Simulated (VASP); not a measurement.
Input for VASP

KPOINTS:
```
Automatic mesh
0
Gamma
7 7 7
0 0 0
```

INCAR:
```
! general
SYSTEM   = KBr
PREC     = Accurate
ENCUT    = 520
LREAL    = .FALSE.
LASPH    = .TRUE.

! electronic loop
EDIFF    = 1E-7
NELM     = 100
ALGO     = Normal
LMAXMIX  = 4
LMIXTAU  = .TRUE.

! smearing
ISMEAR   = 0
SIGMA    = 0.05

! functional
METAGGA  = R2SCAN
LUSE_VDW = .TRUE.
BPARAM   = 11.95
CPARAM   = 0.0093

! ions
ISIF     = 2

! output
LWAVE    = .FALSE.
LCHARG   = .FALSE.
```

**POSCAR**
```
KBr
4.7204050
  0.0000000000   0.7071067915   0.7071067915
  0.7071067915   0.0000000000   0.7071067915
  0.7071067915   0.7071067915   0.0000000000
K Br
1 1
Direct
  0.0000000000   0.0000000000   0.0000000000
  0.5000000000   0.5000000000   0.5000000000
```

POTCAR, in this order: K_sv Br (PBE.64 set). Program: vasp_std.

Problem. Write an equivalent input for Ansatz.

Solution. One equivalent input (not run):
Ansatz 0.2 input:
```yaml
crystal:
  lattice:
    - [0.0000000, 3.3378304, 3.3378304]
    - [3.3378304, 0.0000000, 3.3378304]
    - [3.3378304, 3.3378304, 0.0000000]
  atoms:
    - { symbol: K, position: [0.0000000, 0.0000000, 0.0000000] }
    - { symbol: Br, position: [0.5000000, 0.5000000, 0.5000000] }
kpoints:
  mp_grid: { grid: [7, 7, 7] }
hamiltonian:
  xc: r2scan
  dispersion: rvv10
  pseudopotentials: { kind: paw }
scf:
  occupations: { method: gaussian, width: 0.05 }
  max_iter: 100
output: { forces: true, stress: true, eigenvalues: true }
```
What does not carry over: each code has its own PAW files, so the cut-off isn't converted (ENCUT is set for VASP's; basis.ecutwfc is left out, and Ansatz then takes the one that its files recommend); Ansatz stops its SCF on the density residual and VASP on the energy change (EDIFF).

The compound is KBr in the rock salt structure. This cell is one point of a volume scan, at 1.06 of the reference volume.
